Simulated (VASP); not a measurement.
**CuC23 (a cell with a defect): single point with PBEsol+U**

CuC23 (a cell with a defect):

```
CELL_PARAMETERS angstrom
0.00000 5.35032 5.35032
3.56688 0.00000 3.56688
3.56688 3.56688 0.00000
ATOMIC_POSITIONS crystal
Cu 0.98917 0.00521 0.00550
C 0.00298 0.00048 0.49861
C 0.00300 0.49740 0.00182
C 0.00380 0.49738 0.49836
C 0.33250 0.00244 0.00358
C 0.33829 0.99895 0.49463
C 0.33822 0.49375 0.00002
C 0.33341 0.50043 0.50159
C 0.66695 0.99856 0.99983
C 0.66126 0.00162 0.50760
C 0.66128 0.50627 0.00296
C 0.66800 0.49939 0.50065
C 0.09475 0.13733 0.13858
C 0.09850 0.13538 0.58201
C 0.09834 0.58154 0.13635
C 0.08570 0.62399 0.62532
C 0.42477 0.11864 0.11963
C 0.41266 0.12548 0.63245
C 0.41268 0.63131 0.12668
C 0.41835 0.62386 0.62498
C 0.70584 0.14810 0.14946
C 0.75170 0.12579 0.62490
C 0.75172 0.62359 0.12711
C 0.75012 0.62450 0.62578
```

```yaml
Program: VASP 6.6.1
Task: single point
Functional: PBEsol
Potentials_or_basis: VASP PAW PBE potentials, release 64 (Cu, C)
Cutoff: 450 eV
k_mesh: 3 × 4 × 4
Occupations: gaussian, width 0.03 eV
Spin: collinear spin, ferromagnetic start
Starting_moments: "[3.0, 0.0, 0.0, 0.0, 0.0, 0.0, 0.0, 0.0, 0.0, 0.0, 0.0, 0.0, 0.0, 0.0, 0.0, 0.0, 0.0, 0.0, 0.0, 0.0, 0.0, 0.0, 0.0, 0.0] μB"
Hubbard_terms: Cu d U = 5 eV
```

```json
{
 "Largest force": "1.263 eV/Å",
 "Band gap on the k mesh": "none (metal or under the smearing width)",
 "Net moment": "0.00 μB per cell",
 "Valence electrons inside the program's atomic spheres": "Cu 11.14; C 2.60, 2.58, 2.63, 2.59, 2.61, 2.65, 2.56, 2.57, 2.68, 2.55"
}
```

Forces on the atoms (eV/Å):
```
Cu  -0.038 -0.164 -0.175
C    0.219 -0.072 -0.903
C    0.216 -0.914 -0.069
C    0.855 -0.135 -0.144
C    0.232 -0.316 -0.318
C   -0.107 -0.124  0.101
C   -0.110  0.108 -0.125
C   -0.037  0.022  0.015
C    0.019  0.063  0.069
C   -0.010 -0.349 -0.053
C   -0.013 -0.055 -0.339
C   -0.032  0.057  0.054
C    0.103  0.891  0.890
C   -0.778 -0.081  0.741
C   -0.786  0.746 -0.093
C   -0.063  0.049  0.066
C   -0.245  0.317  0.315
C    0.083  0.148 -0.029
C    0.080 -0.039  0.143
C   -0.059 -0.016 -0.010
C    0.233  0.048  0.039
C    0.028  0.000 -0.171
C    0.033 -0.180  0.002
C    0.179 -0.004 -0.002
```

Levels at points of the mesh, in eV from the Fermi level:
Spin up:
```
           k point  band 50  band 51  band 52  band 53  band 54  band 55
(0.00, 0.00, 0.00)    -2.30     0.16     1.35     1.45     3.30     3.45
(0.00, 0.50, 0.00)    -3.24    -1.85     0.00     0.70     3.43     3.76
(0.00, 0.00, 0.50)    -3.24    -1.86     0.00     0.70     3.43     3.76
(0.00, 0.50, 0.50)    -3.20    -1.86     0.11     0.68     2.92     3.59
```
Spin down:
```tsv
k point	band 47	band 48	band 49	band 50	band 51	band 52	band 53	band 54	band 55	band 56
(0.00, 0.00, 0.00)	-3.86	-2.87	-2.34	-2.30	0.16	1.35	1.45	3.30	3.45	3.53
(0.00, 0.50, 0.00)	-4.22	-3.65	-3.28	-3.24	-1.85	0.00	0.70	3.43	3.76	4.38
(0.00, 0.00, 0.50)	-4.22	-3.65	-3.28	-3.24	-1.85	0.00	0.70	3.43	3.76	4.38
(0.00, 0.50, 0.50)	-4.42	-4.18	-3.45	-3.20	-1.86	0.11	0.68	2.92	3.59	4.81
```

Eigenvalues of the final occupation matrices:
```tsv
site	spin	trace	eigenvalues
site 1 d	1	4.75	0.92 0.92 0.97 0.97 0.97
site 1 d	2	4.75	0.92 0.92 0.97 0.97 0.97
```

Wall time 5.7 min on 4 MPI ranks on Intel(R) Xeon(R) Platinum 8488C (Sapphire Rapids) (shared host), peak memory 0.45 GiB a rank.

Caveat: the k mesh is coarse (spacing up to 0.38 Å⁻¹), so the values aren't converged; the PAW data sets were made with another functional, which shifts forces and pressure a little; the U is typed as a test and isn't derived for this compound. The state reached can hang on the start; a lower one may exist.
